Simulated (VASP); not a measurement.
Crystal: NiSb.

```xyz
4
Lattice="3.9297 0.0000 0.0000 -1.9648 3.4032 0.0000 0.0000 0.0000 5.1162" Properties=species:S:1:pos:R:3 pbc="T T T"
Ni    0.0000    0.0000    0.0000
Ni    0.0000    0.0000    2.5581
Sb    0.0000    2.2688    1.2790
Sb    1.9648    1.1344    3.8371
```

The cell is a database's computed one.

```yaml
Program: VASP 6.6.1
Task: relaxation of cell and atoms
Functional: PBE
Potentials_or_basis: VASP PAW PBE potentials, release 64 (Ni, Sb)
Cutoff: 600 eV
k_mesh: 12 × 12 × 8
Occupations: gaussian, width 0.1 eV
Spin: collinear spin, ferromagnetic start
Starting_moments: "[1.0, 1.0, 0.0, 0.0] μB"
```

At the start: pressure 3.6 GPa; volume 17.11 Å³/atom.

**Question.** How do energy, volume and symmetry change on relaxing?

**Answer.** Over 8 steps the energy falls by 5.6 meV/atom and the volume is 17.62 Å³/atom (+3.0 %); space group P6_3/mmc (No. 194, to 0.05 Å); moment 0.00 μB per cell.

The path:
| step | energy change (eV) | largest force (eV/Å) | pressure (GPa) | volume (Å³) |
| --- | --- | --- | --- | --- |
| 1 | 0.0000 | 0.0000 | 3.58 | 68.42 |
| 2 | -0.0069 | 0.0000 | -2.59 | 72.27 |
| 3 | -0.0223 | 0.0000 | 0.04 | 70.47 |
| 4 | -0.0223 | 0.0000 | -0.03 | 70.51 |
| 5 | -0.0223 | 0.0000 | -0.06 | 70.51 |
| 6 | -0.0223 | 0.0000 | -0.05 | 70.51 |
| 7 | -0.0223 | 0.0000 | 0.05 | 70.45 |
| 8 | -0.0223 | 0.0000 | 0.03 | 70.47 |

Final structure:
```cif
data_structure
_symmetry_space_group_name_H-M 'P 1'
_symmetry_Int_Tables_number 1
_cell_length_a 3.9719
_cell_length_b 3.9719
_cell_length_c 5.1579
_cell_angle_alpha 90.000
_cell_angle_beta 90.000
_cell_angle_gamma 120.000
_cell_volume 70.47
loop_
_atom_site_label
_atom_site_type_symbol
_atom_site_fract_x
_atom_site_fract_y
_atom_site_fract_z
_atom_site_occupancy
Ni1 Ni 0.00000 0.00000 0.00000 1
Ni2 Ni 0.00000 0.00000 0.50000 1
Sb1 Sb 0.33333 0.66667 0.25000 1
Sb2 Sb 0.66667 0.33333 0.75000 1
```
